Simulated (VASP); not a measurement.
The system is GeH3C.

```
Ge C H
1.0
     3.96000    0.00000    0.00000
    -1.98000    3.42946    0.00000
     0.00000    0.00000    8.70000
Ge C H
2 2 6
Direct
  0.33333 0.66667 0.54253
  0.66667 0.33333 0.45747
  0.33333 0.66667 0.77011
  0.66667 0.33333 0.22989
  0.63367 0.81684 0.81149
  0.18316 0.81684 0.81149
  0.18316 0.36633 0.81149
  0.36633 0.18316 0.18851
  0.81684 0.18316 0.18851
  0.81684 0.63367 0.18851
```

The cell comes from a database or a generator and needn't be the stable form of this composition.

| Quantity | Value |
| --- | --- |
| Program | VASP 6.6.1 |
| Task | relaxation of cell and atoms |
| Functional | PBE |
| Potentials or basis | VASP PAW PBE potentials, release 64 (Ge_d, C, H) |
| Cutoff | 600 eV |
| k mesh | 9 × 9 × 3 |
| Occupations | gaussian, width 0.05 eV |
| Spin | no spin polarisation |

At the start: pressure 3.7 GPa; volume 11.82 Å³/atom.

Problem. How do energy, volume and symmetry change on relaxing?

Solution. Over 32 steps the energy falls by 12.2 meV/atom and the volume is 12.91 Å³/atom (+9.3 %); space group P-3m1 (No. 164, to 0.05 Å).

Step by step:
```tsv
step	energy change (eV)	largest force (eV/Å)	pressure (GPa)	volume (Å³)
1	0.0000	0.4024	3.68	118.15
2	-0.0521	0.6137	0.20	122.85
3	-0.0540	0.4908	0.75	122.05
4	-0.0999	0.1775	0.15	125.54
5	-0.1021	0.2927	0.03	126.49
6	-0.1115	0.1677	0.06	127.36
7	-0.1137	0.3050	0.07	128.07
8	-0.1192	0.0616	0.08	128.90
9	-0.1193	0.0756	0.10	129.03
10	-0.1206	0.1157	-0.24	129.45
11	-0.1207	0.0823	-0.16	129.36
12	-0.1217	0.0205	-0.08	129.32
13	-0.1217	0.0247	-0.04	129.32
14	-0.1217	0.0213	-0.06	129.32
15	-0.1217	0.0222	-0.01	129.23
16	-0.1218	0.0084	-0.09	129.26
17	-0.1218	0.0115	-0.06	129.26
18	-0.1218	0.0093	0.06	129.14
19	-0.1218	0.0079	-0.08	129.19
20	-0.1218	0.0082	0.06	129.16
21	-0.1218	0.0071	-0.05	129.17
22	-0.1218	0.0079	-0.02	129.17
23	-0.1218	0.0080	0.01	129.16
24	-0.1218	0.0063	0.07	129.12
25	-0.1218	0.0051	0.03	129.12
26	-0.1218	0.0065	0.00	129.12
27	-0.1218	0.0057	-0.01	129.12
28	-0.1218	0.0076	0.01	129.12
29	-0.1218	0.0077	-0.04	129.13
30	-0.1218	0.0082	-0.02	129.13
31	-0.1218	0.0055	0.01	129.12
32	-0.1218	0.0034	0.01	129.11
```

Final structure:
```yaml
crystal:
  lattice:
    - [4.10996, 0.00000, 0.00000]
    - [-2.05498, 3.55933, 0.00000]
    - [0.00000, 0.00000, 8.82588]
  atoms:
    - { symbol: Ge, position: [0.33333, 0.66667, 0.54377] }
    - { symbol: Ge, position: [0.66667, 0.33333, 0.45623] }
    - { symbol: C, position: [0.33333, 0.66667, 0.76979] }
    - { symbol: C, position: [0.66667, 0.33333, 0.23021] }
    - { symbol: H, position: [0.62218, 0.81109, 0.81289] }
    - { symbol: H, position: [0.18891, 0.81109, 0.81289] }
    - { symbol: H, position: [0.18891, 0.37782, 0.81289] }
    - { symbol: H, position: [0.37782, 0.18891, 0.18711] }
    - { symbol: H, position: [0.81109, 0.18891, 0.18711] }
    - { symbol: H, position: [0.81109, 0.62218, 0.18711] }
```

Caveat: this functional lacks dispersion, which binds the layers, so the pressure and a relaxed spacing across them are unreliable.
